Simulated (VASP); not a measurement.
```xyz
2
Lattice="2.7554 0.0000 0.0000 -1.3777 2.3863 0.0000 0.0000 0.0000 4.3416" Properties=species:S:1:pos:R:3 pbc="T T T"
Os     1.3777     0.7954     3.2562
Os     0.0000     1.5908     1.0854
```

Calculation: PBE GGA, VASP's PBE PAW potentials (set 64) (plane waves; VASP 6.6.1). Run with 480 eV cut-off, 14×14×8 Γ-centred mesh, first-order Methfessel-Paxton smearing of 0.10 eV, potentials Os.

Unless said otherwise, spin-orbit coupling is left out, though it shifts the bands of the heavy elements here.

Task: What does the run give for the energy per atom (σ→0), band gap (on the k-mesh) with the smallest direct gap where there is one?

Result: 
```
Quantity                                                     Value
------------------------  ----------------------------------------
band gap (on the k-mesh)  none (metal, semimetal or under 0.01 eV)
energy per atom (σ→0)                              -11.246 eV/atom
```

Total energies compare only between runs with the same potentials, cut-off and functional.

The compound is Os in the hcp structure. It was relaxed first. The start is the result of an earlier pass.
